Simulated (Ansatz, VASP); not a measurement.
**HfOs in VASP and in Ansatz**

```xyz
2
Lattice="3.2066 0.0000 0.0000 0.0000 3.2066 0.0000 0.0000 0.0000 3.2390" Properties=species:S:1:pos:R:3 pbc="T T T"
Hf    0.0000    0.0000    0.0000
Os    1.6033    1.6033    1.6195
```

Change from the starting cell: equal xx and yy strain of -1 %, crystal datasets.

Alike in both runs: task electric field gradients; functional PBEsol; k mesh 10 × 10 × 10; occupations fermi-dirac, width 0.05 eV; no spin polarisation.

|  | VASP | Ansatz |
| --- | --- | --- |
| version | VASP 6.6.1 | Ansatz 0.2.0 |
| potentials or method | VASP PAW PBE potentials, release 64 (Hf_pv, Os), cutoff 520 eV | all-electron PAW with datasets made for the crystal, scalar-relativistic |

Ansatz gave:

- pressure (GPa): 1.1
- largest component of the traceless stress (GPa): 2.02
- Vzz of the field gradient on the site that differs most (V/Å²): 31.5

Question: What did VASP give for the same quantities?

Answer: Pressure (GPa): 0.2; largest component of the traceless stress (GPa): 2.04; Vzz of the field gradient on the site that differs most (V/Å²): 26.0.

Ansatz ran all-electron here, so the differences hold the error of VASP's frozen core and of both bases. Ansatz warned: «gradients_without_spin_orbit».

Caveats: the PAW data sets were made with another functional, which shifts forces and pressure a little (VASP). The runs have no spin-orbit coupling, so splittings on Hf, Os are missing.
